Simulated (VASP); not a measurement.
Data:

```xyz
2
Lattice="2.7554 0.0000 0.0000 -1.3777 2.3863 0.0000 0.0000 0.0000 4.3416" Properties=species:S:1:pos:R:3 pbc="T T T"
Os     1.3777     0.7954     3.2562
Os     0.0000     1.5908     1.0854
```

Calculation: PBE GGA, VASP's PBE PAW potentials (set 64) (plane waves; VASP). Numerical set-up: PREC = Normal, EDIFF = 1E-5, 400 eV cut-off, 17×17×10 Γ-centred mesh, first-order Methfessel-Paxton smearing of 0.10 eV, potentials Os.

Unless said otherwise, spin-orbit coupling is left out, though it shifts the bands of the heavy elements here.

**Question.** Predict the energy per atom (σ→0), band gap (on the k-mesh) with the smallest direct gap where there is one.

**Answer.** 
The band gap (on the k-mesh) is none (metal, semimetal or under 0.01 eV). The energy per atom (σ→0) is -11.247 eV/atom.

Only differences to runs with the same potentials and settings are physical.

The compound is Os in the hcp structure. It was relaxed first.
